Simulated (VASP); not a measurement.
Energy against volume of MoSi2 (MoSi2 type). Level of theory: PBE GGA with D3 dispersion (zero damping), VASP's PBE PAW potentials (set 64) (plane waves; VASP). Run with 520 eV cut-off, 13×13×13 Γ-centred mesh, first-order Methfessel-Paxton smearing of 0.10 eV, potentials Si Mo_sv.

Shape and ions are relaxed at each volume.

| V (Å³/atom) | E (eV/atom) |
|---|---|
| 12.854 | -8.10344 |
| 13.251 | -8.11258 |
| 13.649 | -8.10520 |
| 14.046 | -8.08383 |

**Question.** Fit these four points and predict the energy of the run at 12.456 Å³/atom.

**Answer.** A cubic in V^(−2/3), the third-order Birch-Murnaghan form, passes through the four points with V0 = 13.26 Å³/atom and B0 = 221 GPa, and gives -8.0748 eV/atom there. The run gave -8.0749 eV/atom, -0.1 meV/atom from the fit; all five points give B0 = 220 GPa.

The compound is MoSi2 in the MoSi2 type structure. It was relaxed first.
